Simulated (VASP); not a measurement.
Consider the following.

```yaml
crystal:
  lattice:
    - [4.90806, 0.00000, 0.00000]
    - [-2.45403, 4.25050, 0.00000]
    - [0.00000, 0.00000, 3.81246]
  atoms:
    - { symbol: Ba, position: [0.66667, 0.33333, 0.00000] }
    - { symbol: Li, position: [0.00000, 0.00000, 0.50000] }
    - { symbol: Si, position: [0.33333, 0.66667, 0.50000] }
```

All values below come from PBEsol GGA, VASP's PBE PAW potentials (set 64) (plane waves; VASP). Run with 520 eV cut-off, 8×8×9 Γ-centred mesh, tetrahedra with Blöchl corrections, potentials Ba_sv Li_sv Si.

The cores are frozen, which limits the accuracy of field gradients.

Task: Give the principal components of the electric field gradient (V/Å²) and the asymmetry η at each nucleus.

Result: 
| atom | Vxx | Vyy | Vzz | η |
|---|---|---|---|---|
| Ba1 | -19.4 | -19.4 | 38.8 | 0.00 |
| Li2 | -1.4 | -1.3 | 2.7 | 0.00 |
| Si3 | -41.2 | -41.2 | 82.4 | 0.00 |

The structure comes from a computed database's BaLiSi entry (P-6m2); how it stands against other phases isn't given here. It was relaxed first.
